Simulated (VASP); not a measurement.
A convergence study with VASP on CaO (rock salt): one setting is varied, all else stays as given below, so the limit is that of these other settings. ε∞ is the independent-particle value.

```
CaO
1.0
    0.00000     2.40500     2.40500
    2.40500     0.00000     2.40500
    2.40500     2.40500     0.00000
Ca O
1 1
Cartesian
  0.00000   0.00000   0.00000
  2.40500   2.40500   2.40500
```

Level of theory: PBE GGA, VASP's PBE PAW potentials (set 64) (plane waves; VASP 6.6.1). The tightest run used: 700 eV cut-off, 8×8×8 Γ-centred mesh, Gaussian smearing of 0.050 eV, potentials Ca_sv O.

| setting | mean ε∞ | bands |
|---|---|---|
| NBANDS = 9 | 1.91 | 9 |
| NBANDS = 10 | 2.51 | 10 |
| NBANDS = 12 | 3.10 | 12 |
| NBANDS = 16 | 3.73 | 16 |

Task: These are the cheaper rows. Estimate the results at NBANDS = 136, and how far the last row shown lies from them.

Result: 
```tsv
quantity	tightest run	last row shown is off by
mean ε∞	3.92	-0.19
```

Left out are rungs that failed or repeat a setting and relaxations that didn't move; long series are thinned to 24 rows.

The compound is CaO in the rock salt structure. The cell was not relaxed at this level.
